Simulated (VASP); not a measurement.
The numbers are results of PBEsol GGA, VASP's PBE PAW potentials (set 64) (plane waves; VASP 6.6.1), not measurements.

The input files of a VASP run:

### INCAR
```
SYSTEM  =  N
PREC  =  Accurate; ENCUT  =  520; LREAL  =  F
LASPH  =  T
EDIFF  =  1E-6; NELM  =  100; ALGO  =  Normal
ISMEAR  =  1; SIGMA  =  0.1
GGA  =  PS
IBRION  =  2; NSW  =  60; ISIF  =  3
EDIFFG  =  -0.01
LWAVE  =  F; LCHARG  =  F
```

File KPOINTS:
```
Automatic mesh
0
Gamma
18 18 18
0 0 0
```

**POSCAR**
```
N
1.0
  0.0000000000   1.5327384760   1.5327384760
  1.5327384760   0.0000000000   1.5327384760
  1.5327384760   1.5327384760   0.0000000000
N
1
Cart
  0.0000000000   0.0000000000   0.0000000000
```

POTCAR, in this order: N (PBE.64 set). Program: vasp_std.

Q: Predict the energy per atom (σ→0), band gap (on the k-mesh).

A: 
```
Quantity                                                    Result
------------------------  ----------------------------------------
energy per atom (σ→0)                               -4.314 eV/atom
band gap (on the k-mesh)  none (metal, semimetal or under 0.01 eV)
```

### OSZICAR
```
...
DAV:   3    -0.432177859042E+01   -0.60463E-01   -0.56136E-01  2928   0.874E+00
DAV:   4    -0.432181729119E+01   -0.38701E-04   -0.38700E-04  3102   0.174E-01
DAV:   5    -0.432181730242E+01   -0.11228E-07   -0.11259E-07  2874   0.247E-03    0.116E+00
DAV:   6    -0.431504755515E+01    0.67697E-02   -0.99046E-03  2472   0.919E-01    0.617E-01
DAV:   7    -0.431380136058E+01    0.12462E-02   -0.62183E-03  2502   0.739E-01    0.131E-01
DAV:   8    -0.431387591055E+01   -0.74550E-04   -0.43885E-05  2460   0.907E-02    0.473E-03
DAV:   9    -0.431387619450E+01   -0.28396E-06   -0.15260E-07  2268   0.485E-03
   1 F= -.43138762E+01 E0= -.43137852E+01  d E =-.431388E+01
```

The structure was generated: N was put into the fcc type (Fm-3m), which need not be its known phase. It was relaxed first, which changed the volume by -5 %. The start is the result of an earlier pass.
